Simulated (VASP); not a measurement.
Data:

```yaml
crystal:
  lattice:
    - [1.84131, -3.18924, 0.00000]
    - [1.84131, 3.18924, 0.00000]
    - [0.00000, 0.00000, 7.07861]
  atoms:
    - { symbol: Zr, position: [0.00000, 0.00000, 0.00000] }
    - { symbol: S, position: [0.33333, 0.66667, 0.20510] }
    - { symbol: S, position: [0.66667, 0.33333, 0.79490] }
```

Calculation: TPSS meta-GGA, VASP's PBE PAW potentials (set 64) (plane waves; VASP). Settings: 520 eV cut-off, 8×8×4 Γ-centred mesh, tetrahedra with Blöchl corrections, potentials Zr_sv S.

Without a dispersion term in the relaxation, distances and binding between the weakly bound layers, chains or molecules are unreliable, and so is what depends on them.

Problem. What does the run give for the energy per atom (σ→0), band gap (over mesh and band path) with the smallest direct gap where there is one?

Solution. 
| Quantity | Value |
|---|---|
| band gap (over mesh and band path) | 1.22 eV |
| smallest direct gap (over mesh and band path) | 1.79 eV |
| energy per atom (σ→0) | -1303.9 kJ/mol-atom |

The compound is ZrS2 in the 1T layered structure. It was relaxed first, which changed the volume by +23 %.
